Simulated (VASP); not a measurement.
Level of theory: r2SCAN+rVV10, VASP's PBE PAW potentials (set 64) (plane waves; VASP).

The input files of a VASP run:

### INCAR
```
# general
SYSTEM  =C
PREC    =Accurate
ENCUT   =520   # plane-wave cut-off (eV)
LREAL   =F
LASPH   =T   # aspherical one-centre terms

# electronic loop
EDIFF   =1E-7   # SCF stop (eV)
NELM    =100   # most electronic steps
ALGO    =Normal   # blocked Davidson
LMIXTAU =T

# smearing
ISMEAR  =0
SIGMA   =0.05   # width (eV)

# functional
METAGGA =R2SCAN
LUSE_VDW=T
BPARAM  =11.95
CPARAM  =0.0093

# ions
IBRION  =2
NSW     =30   # most ionic steps
ISIF    =4
EDIFFG  =-0.01   # ionic stop

# output
LWAVE   =F
LCHARG  =F
```

File POSCAR:
```
C
1
    1.2525519553    -2.1694831249     0.0000000000
    1.2525519553     2.1694831249     0.0000000000
    0.0000000000     0.0000000000     6.7788877207
C
4
Direct
  0.0000000000   0.0000000000   0.2500000000
  0.0000000000   0.0000000000   0.7500000000
  0.3333330000   0.6666670000   0.2500000000
  0.6666670000   0.3333330000   0.7500000000
```

### KPOINTS
```
Automatic mesh
0
Gamma
10 10 4
0 0 0
```

POTCAR, in this order: C (PBE.64 set). Program: vasp_std.

The run wrote:

**OSZICAR**
```
       N       E                     dE             d eps       ncg     rms          rms(c)
DAV:   1     0.420381688314E+02    0.42038E+02   -0.83673E+03  1008   0.125E+03
DAV:   2    -0.409218008149E+02   -0.82960E+02   -0.76112E+02  1412   0.230E+02
DAV:   3    -0.447019333504E+02   -0.37801E+01   -0.37533E+01  1296   0.492E+01
DAV:   4    -0.447473927592E+02   -0.45459E-01   -0.45419E-01  1264   0.619E+00
DAV:   5    -0.447482640542E+02   -0.87130E-03   -0.87077E-03  1252   0.828E-01    0.765E+00
DAV:   6    -0.410959788913E+02    0.36523E+01   -0.17407E+00  1152   0.982E+00    0.563E+00
DAV:   7    -0.376001783631E+02    0.34958E+01   -0.30135E-01  1136   0.628E+00    0.128E+00
DAV:   8    -0.391449582675E+02   -0.15448E+01   -0.10587E+00  1108   0.866E+00    0.116E+00
DAV:   9    -0.398186102765E+02   -0.67365E+00   -0.11723E-01  1144   0.304E+00    0.750E-01
DAV:  10    -0.396474444090E+02    0.17117E+00   -0.15939E-02  1056   0.145E+00    0.611E-01
DAV:  11    -0.390832587627E+02    0.56419E+00   -0.19707E-01  1064   0.455E+00    0.192E-01
DAV:  12    -0.392936419337E+02   -0.21038E+00   -0.35775E-02  1040   0.214E+00    0.147E-01
DAV:  13    -0.392937469560E+02   -0.10502E-03   -0.24730E-04  1320   0.148E-01    0.140E-01
DAV:  14    -0.393279605510E+02   -0.34214E-01   -0.51384E-03  1072   0.932E-01    0.206E-01
DAV:  15    -0.393364211471E+02   -0.84606E-02   -0.19786E-03  1132   0.572E-01    0.126E-01
DAV:  16    -0.393374231229E+02   -0.10020E-02   -0.33302E-04  1188   0.225E-01    0.131E-01
DAV:  17    -0.393374059222E+02    0.17201E-04   -0.14902E-05  1180   0.457E-02    0.124E-01
DAV:  18    -0.393373421907E+02    0.63732E-04   -0.96040E-05  1116   0.119E-01    0.812E-02
DAV:  19    -0.393374654245E+02   -0.12323E-03   -0.60196E-05  1076   0.914E-02    0.414E-02
DAV:  20    -0.393374693713E+02   -0.39468E-05   -0.12913E-06  1304   0.128E-02    0.294E-02
DAV:  21    -0.393374744130E+02   -0.50417E-05   -0.80404E-07  1140   0.109E-02    0.133E-02
DAV:  22    -0.393374768892E+02   -0.24762E-05   -0.41598E-07  1196   0.755E-03    0.415E-03
DAV:  23    -0.393374772857E+02   -0.39649E-06   -0.18945E-07  1156   0.495E-03    0.313E-03
DAV:  24    -0.393374776354E+02   -0.34963E-06   -0.65208E-08   796   0.297E-03    0.997E-04
DAV:  25    -0.393374776864E+02   -0.51040E-07   -0.15214E-08   732   0.123E-03
   1 F= -.39337478E+02 E0= -.39337478E+02  d E =-.393375E+02
       N       E                     dE             d eps       ncg     rms          rms(c)
DAV:   1    -0.397255019526E+02   -0.38802E+00   -0.13683E+01  1008   0.316E+01    0.212E+00
DAV:   2    -0.394790878079E+02    0.24641E+00   -0.29186E-01  1116   0.462E+00    0.131E+00
DAV:   3    -0.393395448220E+02    0.13954E+00   -0.35767E-01  1124   0.455E+00    0.294E-01
DAV:   4    -0.394223333183E+02   -0.82788E-01   -0.28547E-02  1084   0.196E+00    0.223E-01
DAV:   5    -0.394361180246E+02   -0.13785E-01   -0.33315E-02  1016   0.219E+00    0.309E-01
DAV:   6    -0.394249271070E+02    0.11191E-01   -0.22403E-02  1016   0.175E+00    0.636E-02
DAV:   7    -0.394270014872E+02   -0.20744E-02   -0.38246E-04  1284   0.218E-01    0.267E-02
DAV:   8    -0.394276118110E+02   -0.61032E-03   -0.62038E-04  1044   0.318E-01    0.698E-03
DAV:   9    -0.394278685312E+02   -0.25672E-03   -0.51386E-05  1108   0.886E-02    0.361E-03
DAV:  10    -0.394279220792E+02   -0.53548E-04   -0.18699E-05  1120   0.529E-02    0.338E-03
DAV:  11    -0.394279254309E+02   -0.33516E-05   -0.32150E-06  1132   0.231E-02    0.312E-03
DAV:  12    -0.394279276049E+02   -0.21741E-05   -0.27195E-07  1236   0.632E-03    0.159E-03
DAV:  13    -0.394279275100E+02    0.94935E-07   -0.27685E-08   788   0.197E-03
   2 F= -.39427928E+02 E0= -.39427928E+02  d E =-.904498E-01
       N       E                     dE             d eps       ncg     rms          rms(c)
DAV:   1    -0.394334259926E+02   -0.54984E-02   -0.18425E-01  1008   0.374E+00    0.251E-01
DAV:   2    -0.394300749614E+02    0.33510E-02   -0.41227E-03  1100   0.528E-01    0.153E-01
DAV:   3    -0.394285419762E+02    0.15330E-02   -0.45443E-03  1120   0.546E-01    0.298E-02
DAV:   4    -0.394292165034E+02   -0.67453E-03   -0.56216E-04  1068   0.287E-01    0.252E-02
DAV:   5    -0.394289386583E+02    0.27785E-03   -0.46113E-04  1052   0.269E-01    0.162E-02
DAV:   6    -0.394295305753E+02   -0.59192E-03   -0.17113E-04  1024   0.155E-01    0.412E-03
DAV:   7    -0.394295363342E+02   -0.57589E-05   -0.25963E-06  1288   0.198E-02    0.148E-03
DAV:   8    -0.394295332757E+02    0.30585E-05   -0.24582E-06  1100   0.198E-02    0.147E-03
DAV:   9    -0.394295365799E+02   -0.33042E-05   -0.59827E-07  1092   0.947E-03    0.739E-04
DAV:  10    -0.394295368549E+02   -0.27502E-06   -0.20304E-07  1056   0.524E-03    0.998E-05
DAV:  11    -0.394295374021E+02   -0.54719E-06   -0.34253E-08   756   0.270E-03    0.499E-05
DAV:  12    -0.394295373038E+02    0.98278E-07   -0.39064E-09   640   0.749E-04
   3 F= -.39429537E+02 E0= -.39429537E+02  d E =-.920596E-01
```

### OUTCAR
```
------------------------ aborting loop because EDIFF is reached ----------------------------------------
  FORCE on cell =-STRESS in cart. coord.  units (eV):
  Direction    XX          YY          ZZ          XY          YZ          ZX
  --------------------------------------------------------------------------------------
  Total       -0.3642340     -0.3642339     -0.3574612      0.0000000      0.0000000     -0.0000000
  in kB      -15.8398343    -15.8398278    -15.5452969      0.0000000      0.0000000     -0.0000000
  external PRESSURE =     -15.7416530 kB  Pullay stress =       0.0000000 kB
  volume of cell :       36.84
      direct lattice vectors                 reciprocal lattice vectors
     1.230347590 -2.131024100  0.000000000     0.406389222 -0.234628975  0.000000000
     1.230347590  2.131024100  0.000000000     0.406389222  0.234628975 -0.000000000
     0.000000000  0.000000000  7.025775723     0.000000000  0.000000000  0.142333038
 POSITION                                       TOTAL-FORCE (eV/Angst)
 -----------------------------------------------------------------------------------
      0.00000      0.00000      1.75644        -0.000000     -0.000000     -0.000000
      0.00000      0.00000      5.26933         0.000000      0.000000     -0.000000
      1.23035      0.71034      1.75644        -0.000000      0.000000      0.000000
      1.23035     -0.71034      5.26933         0.000000     -0.000000      0.000000
 -----------------------------------------------------------------------------------
    total drift:                                0.000000     -0.000000      0.000000
  FREE ENERGIE OF THE ION-ELECTRON SYSTEM (eV)
  ---------------------------------------------------
  free  energy   TOTEN  =       -39.4295373038 eV

  energy  without entropy=      -39.4295373038  energy(sigma->0) =      -39.42953730

 reached required accuracy - stopping structural energy minimisation
```
(Selected blocks of OUTCAR.)

File CONTCAR:
```
C
   1.00000000000000
     1.2303475901361109   -2.1310241003097246    0.0000000000000000
     1.2303475901361109    2.1310241003097246    0.0000000000000000
     0.0000000000000000    0.0000000000000000    7.0257757226230559
  C
     4
Direct
     0.0000000000000000    0.0000000000000000    0.2500000000000000
     0.0000000000000000    0.0000000000000000    0.7500000000000000
     0.3333330000000032    0.6666669999999968    0.2500000000000000
     0.6666669999999968    0.3333330000000032    0.7500000000000000
```

The compound is C in the graphite structure. This cell is one point of a volume scan, at 1.06 of the reference volume. Symmetry was kept, so distortions that lower it aren't found.
